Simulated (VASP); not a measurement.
These are PBEsol GGA, VASP's PBE PAW potentials (set 64) (plane waves; VASP) values and carry that method's errors.

VASP input:

KPOINTS:
```
k-points along high-symmetry lines
10
Line-mode
Reciprocal
  0.000000   0.000000   0.000000 ! GAMMA
  0.000000   0.500000   0.000000 ! X

  0.000000   0.500000   0.000000 ! X
  0.500000   0.500000   0.000000 ! M

  0.500000   0.500000   0.000000 ! M
  0.000000   0.000000   0.000000 ! GAMMA

  0.000000   0.000000   0.000000 ! GAMMA
  0.000000   0.000000   0.500000 ! Z

  0.000000   0.000000   0.500000 ! Z
  0.000000   0.500000   0.500000 ! R

  0.000000   0.500000   0.500000 ! R
  0.500000   0.500000   0.500000 ! A

  0.500000   0.500000   0.500000 ! A
  0.000000   0.000000   0.500000 ! Z

  0.000000   0.500000   0.000000 ! X
  0.000000   0.500000   0.500000 ! R

  0.500000   0.500000   0.000000 ! M
  0.500000   0.500000   0.500000 ! A
```

File POSCAR:
```
SiO2
1
    4.1938007887     0.0000000000     0.0000000000
    0.0000000000     4.1938007887     0.0000000000
    0.0000000000     0.0000000000     2.6842475418
Si O
2 4
Direct
  0.0000000000   0.0000000000   0.0000000000
  0.5000000000   0.5000000000   0.5000000000
  0.3059490038   0.3059490038   1.0000000000
  0.8059490038   0.1940509962   0.5000000000
  0.1940509962   0.8059490038   0.5000000000
  0.6940509962   0.6940509962   0.0000000000
```

**INCAR**
```
# general
SYSTEM = SiO2
PREC   = Accurate
ENCUT  = 520
LREAL  = .FALSE.
LASPH  = .TRUE.
ICHARG = 11

# electronic loop
EDIFF  = 1E-7
NELM   = 100
ALGO   = Normal

# smearing
ISMEAR = 0
SIGMA  = 0.05

# functional
GGA    = PS

# output
LWAVE  = .FALSE.
LCHARG = .FALSE.
LORBIT = 11
```

POTCAR, in this order: Si O (PBE.64 set). Program: vasp_std. Read from the step before: CHGCAR.

Output of the run:

**OSZICAR**
```
       N       E                     dE             d eps       ncg     rms          rms(c)
DAV:   1     0.159021851005E+03    0.15902E+03   -0.17868E+04  3600   0.153E+03
DAV:   2    -0.410548105143E+02   -0.20008E+03   -0.19109E+03  4812   0.313E+02
DAV:   3    -0.483374877574E+02   -0.72827E+01   -0.72422E+01  4324   0.625E+01
DAV:   4    -0.484076294181E+02   -0.70142E-01   -0.69988E-01  4300   0.680E+00
DAV:   5    -0.484086045486E+02   -0.97513E-03   -0.97482E-03  4188   0.730E-01
DAV:   6    -0.484086287248E+02   -0.24176E-04   -0.24175E-04  4288   0.970E-02
DAV:   7    -0.484086294341E+02   -0.70927E-06   -0.70927E-06  4160   0.148E-02
DAV:   8    -0.484086294632E+02   -0.29155E-07   -0.29158E-07  3220   0.237E-03
   1 F= -.48408629E+02 E0= -.48408629E+02  d E =-.493131E-19
```

**OUTCAR**
```
 val. band max:        7.9866584783   @ k =   0.0000   0.0000   0.0000

 cond. band min:      13.3025533423   @ k =   0.0000   0.0000   0.0000



 k-point     1 :       0.0000    0.0000    0.0000
  band No.  band energies     occupation
      1     -14.4437      2.00000
      2     -10.8191      2.00000
      3     -10.8191      2.00000
      4     -10.5795      2.00000
      5      -2.8764      2.00000
      6       1.5688      2.00000
      7       1.5688      2.00000
      8       1.7371      2.00000
      9       2.5689      2.00000
     10       2.8991      2.00000
     11       4.8482      2.00000
     12       4.8482      2.00000
     13       5.4584      2.00000
     14       7.1081      2.00000
     15       7.1081      2.00000
     16       7.9867      2.00000
     17      13.3026      0.00000
     18      14.4191      0.00000
     19      16.1798      0.00000
     20      16.1798      0.00000

 k-point     2 :       0.0000    0.0556    0.0000
  band No.  band energies     occupation
      1     -14.4275      2.00000
      2     -10.9606      2.00000
      3     -10.8108      2.00000
      4     -10.4733      2.00000
      5      -2.8539      2.00000
      6       1.4521      2.00000
      7       1.5442      2.00000
      8       1.8280      2.00000
      9       2.5813      2.00000
     10       2.9976      2.00000
     11       4.8135      2.00000
     12       4.8553      2.00000
     13       5.4682      2.00000
     14       7.0357      2.00000
     15       7.1025      2.00000
     16       7.9618      2.00000
     17      13.3578      0.00000
     18      14.4470      0.00000
     19      16.1818      0.00000
     20      16.1898      0.00000

 k-point     3 :       0.0000    0.1111    0.0000
  band No.  band energies     occupation
      1     -14.3790      2.00000
      2     -11.2047      2.00000
      3     -10.7859      2.00000
      4     -10.3336      2.00000
      5      -2.7872      2.00000
      6       1.1736      2.00000
...
```

The density is held fixed in this step, so its total energy and stress have no physical meaning.

The compound is SiO2 in the rutile structure, stishovite, a high-pressure form. It was relaxed first.
